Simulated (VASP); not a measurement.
```
PbF2
1.0
    0.00000     2.97223     2.97223
    2.97223     0.00000     2.97223
    2.97223     2.97223     0.00000
Pb F
1 2
Cartesian
  0.00000   0.00000   0.00000
  1.48611   1.48611   1.48611
  4.45834   4.45834   4.45834
```

These are optB88-vdW, VASP's PBE PAW potentials (set 64) (plane waves; VASP) values and carry that method's errors. Settings: 520 eV cut-off, 7×7×7 Γ-centred mesh, tetrahedra with Blöchl corrections, potentials Pb_d F.

### Question
Estimate the energy per atom (σ→0).

### Answer

```yaml
energy per atom (σ→0): -2.499 eV/atom
```

The compound is PbF2 in the fluorite structure, the β form. It was relaxed first.
